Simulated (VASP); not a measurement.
Output of a VASP run:

OSZICAR:
```
       N       E                     dE             d eps       ncg     rms          rms(c)
DAV:   1     0.907445874271E+02    0.90745E+02   -0.64678E+03   480   0.111E+03
DAV:   2     0.976350903600E-01   -0.90647E+02   -0.86042E+02   588   0.241E+02
DAV:   3    -0.541906864223E+01   -0.55167E+01   -0.54903E+01   628   0.554E+01
DAV:   4    -0.570124973630E+01   -0.28218E+00   -0.28201E+00   848   0.108E+01
DAV:   5    -0.570258968991E+01   -0.13400E-02   -0.13399E-02   624   0.818E-01    0.300E+00
DAV:   6    -0.561834365730E+01    0.84246E-01   -0.12191E-01   600   0.210E+00    0.215E+00
DAV:   7    -0.561412103061E+01    0.42226E-02   -0.12914E-01   600   0.201E+00    0.743E-01
DAV:   8    -0.561970004104E+01   -0.55790E-02   -0.13479E-02   644   0.841E-01    0.101E-01
DAV:   9    -0.562044065973E+01   -0.74062E-03   -0.11106E-03   604   0.227E-01    0.829E-02
DAV:  10    -0.562061931317E+01   -0.17865E-03   -0.17307E-04   604   0.864E-02    0.160E-02
DAV:  11    -0.562064208232E+01   -0.22769E-04   -0.37332E-05   612   0.378E-02    0.141E-02
DAV:  12    -0.562064424909E+01   -0.21668E-05   -0.45869E-06   600   0.175E-02    0.961E-03
DAV:  13    -0.562064458578E+01   -0.33669E-06   -0.14641E-06   612   0.717E-03    0.359E-03
DAV:  14    -0.562064459690E+01   -0.11121E-07   -0.42936E-08   444   0.187E-03
   1 F= -.56206446E+01 E0= -.56206446E+01  d E =0.000000E+00
```

OUTCAR:
```
------------------------ aborting loop because EDIFF is reached ----------------------------------------
  FORCE on cell =-STRESS in cart. coord.  units (eV):
  Direction    XX          YY          ZZ          XY          YZ          ZX
  --------------------------------------------------------------------------------------
  Total       -0.0029064     -0.0029064     -0.0029064     -0.0000000      0.0000000     -0.0000000
  in kB       -0.0502703     -0.0502703     -0.0502703     -0.0000000      0.0000000     -0.0000000
  external PRESSURE =      -0.0502703 kB  Pullay stress =       0.0000000 kB
  volume of cell :       92.63
      direct lattice vectors                 reciprocal lattice vectors
     0.000000000  3.591228729  3.591228729    -0.139228113  0.139228113  0.139228113
     3.591228729  0.000000000  3.591228729     0.139228113 -0.139228113  0.139228113
     3.591228729  3.591228729  0.000000000     0.139228113  0.139228113 -0.139228113
  FREE ENERGIE OF THE ION-ELECTRON SYSTEM (eV)
  ---------------------------------------------------
  free  energy   TOTEN  =        -5.6206445969 eV

  energy  without entropy=       -5.6206445969  energy(sigma->0) =       -5.62064460

 total charge

# of ion       s       p       d       tot
------------------------------------------
    1        1.956   5.568   0.020   7.544
    2        1.497   2.848   0.001   4.345
--------------------------------------------------
tot          3.452   8.416   0.021  11.889
```
(Selected blocks of OUTCAR.)

POSCAR:
```
KI
1
    0.0000000000     3.5912287286     3.5912287286
    3.5912287286     0.0000000000     3.5912287286
    3.5912287286     3.5912287286     0.0000000000
K I
1 1
Direct
  0.0000000000   0.0000000000   0.0000000000
  0.5000000000   0.5000000000   0.5000000000
```

Q: Write an INCAR and KPOINTS that could have produced this output.

A: Several could match; the one computed here: the input of the run itself, PW91 GGA, plane waves, VASP's PBE PAW potentials (set 64).

**INCAR**
```
# general
SYSTEM   =  KI
PREC     =  Accurate
ENCUT    =  520   # plane-wave cut-off (eV)
LREAL    =  .FALSE.   # projection in real space or not
LASPH    =  .TRUE.   # aspherical one-centre terms

# electronic loop
EDIFF    =  1E-7
NELM     =  100   # most electronic steps
ALGO     =  Normal   # blocked Davidson
LMAXMIX  =  4   # l cut-off of mixed one-centre charges

# smearing
ISMEAR   =  -5

# functional
GGA      =  91

# ions
ISIF     =  2   # forces and stress, cell fixed

# output
LWAVE    =  .FALSE.
LCHARG   =  .TRUE.
LORBIT   =  11   # lm-projected
NEDOS    =  601
```

File KPOINTS:
```
kpoints
0
Gamma
 7 7 7
```

POTCAR, in this order: K_sv I (PBE.64 set). Program: vasp_std.

The compound is KI in the rock salt structure. It was relaxed first.
